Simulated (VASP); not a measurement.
Calculation: PBE GGA, VASP's PBE PAW potentials (set 64) (plane waves; VASP).

VASP input:

KPOINTS:
```
Automatic mesh
0
Gamma
8 8 8
0 0 0
```

INCAR:
```
ALGO = Normal
EDIFF = 1E-6
ENCUT = 400
GGA = PE
ISIF = 2
ISMEAR = 1
LASPH = .TRUE.
LCHARG = .FALSE.
LMAXMIX = 6
LREAL = .FALSE.
LWAVE = .FALSE.
NELM = 100
PREC = Accurate
SIGMA = 0.2
SYSTEM = PtAl2
```

File POSCAR:
```
PtAl2
1
    0.0000000000     2.9550000000     2.9550000000
    2.9550000000     0.0000000000     2.9550000000
    2.9550000000     2.9550000000     0.0000000000
Al Pt
2 1
Direct
  0.2500000000   0.2500000000   0.2500000000
  0.7500000000   0.7500000000   0.7500000000
  0.0000000000   0.0000000000   0.0000000000
```

POTCAR, in this order: Al Pt (PBE.64 set). Program: vasp_std.

Output of the run:

OSZICAR:
```
       N       E                     dE             d eps       ncg     rms          rms(c)
DAV:   1     0.425552711845E+02    0.42555E+02   -0.58180E+03   720   0.904E+02
DAV:   2    -0.151672579783E+02   -0.57723E+02   -0.51567E+02   856   0.169E+02
DAV:   3    -0.167867838631E+02   -0.16195E+01   -0.16042E+01   884   0.278E+01
DAV:   4    -0.167997511042E+02   -0.12967E-01   -0.12963E-01   824   0.301E+00
DAV:   5    -0.167999509956E+02   -0.19989E-03   -0.19989E-03   896   0.391E-01    0.865E+00
DAV:   6    -0.163410806281E+02    0.45887E+00   -0.24950E+00   804   0.155E+01    0.224E+00
DAV:   7    -0.162613978402E+02    0.79683E-01   -0.19673E-01   760   0.452E+00    0.169E+00
DAV:   8    -0.162315524790E+02    0.29845E-01   -0.31320E-02   792   0.177E+00    0.250E-01
DAV:   9    -0.162315694891E+02   -0.17010E-04   -0.18248E-03   812   0.417E-01    0.164E-01
DAV:  10    -0.162317241358E+02   -0.15465E-03   -0.32689E-04   760   0.151E-01    0.182E-02
DAV:  11    -0.162317210880E+02    0.30478E-05   -0.18617E-05   836   0.454E-02    0.829E-03
DAV:  12    -0.162317229443E+02   -0.18563E-05   -0.55968E-06   752   0.180E-02    0.228E-03
DAV:  13    -0.162317228724E+02    0.71935E-07   -0.55712E-07   488   0.778E-03
   1 F= -.16231723E+02 E0= -.16230834E+02  d E =-.266682E-02
```

### OUTCAR
```
------------------------ aborting loop because EDIFF is reached ----------------------------------------
  FORCE on cell =-STRESS in cart. coord.  units (eV):
  Direction    XX          YY          ZZ          XY          YZ          ZX
  --------------------------------------------------------------------------------------
  Total        0.7454674      0.7454674      0.7454674     -0.0000000     -0.0000000      0.0000000
  in kB       23.1439126     23.1439126     23.1439126     -0.0000000     -0.0000000      0.0000000
  external PRESSURE =      23.1439126 kB  Pullay stress =       0.0000000 kB
  volume of cell :       51.61
      direct lattice vectors                 reciprocal lattice vectors
     0.000000000  2.955000000  2.955000000    -0.169204738  0.169204738  0.169204738
     2.955000000  0.000000000  2.955000000     0.169204738 -0.169204738  0.169204738
     2.955000000  2.955000000  0.000000000     0.169204738  0.169204738 -0.169204738
 POSITION                                       TOTAL-FORCE (eV/Angst)
 -----------------------------------------------------------------------------------
      1.47750      1.47750      1.47750        -0.000000     -0.000000      0.000000
      4.43250      4.43250      4.43250         0.000000     -0.000000     -0.000000
      0.00000      0.00000      0.00000        -0.000000      0.000000     -0.000000
 -----------------------------------------------------------------------------------
    total drift:                               -0.000000     -0.000000      0.000000
  FREE ENERGIE OF THE ION-ELECTRON SYSTEM (eV)
  ---------------------------------------------------
  free  energy   TOTEN  =       -16.2317228724 eV

  energy  without entropy=      -16.2290560512  energy(sigma->0) =      -16.23083393
```
(Selected blocks of OUTCAR.)

The compound is PtAl2 in the fluorite structure. The cell was not relaxed at this level. The run is one of a series of settings (SIGMA = 0.2 against the base run), some of them coarse on purpose.
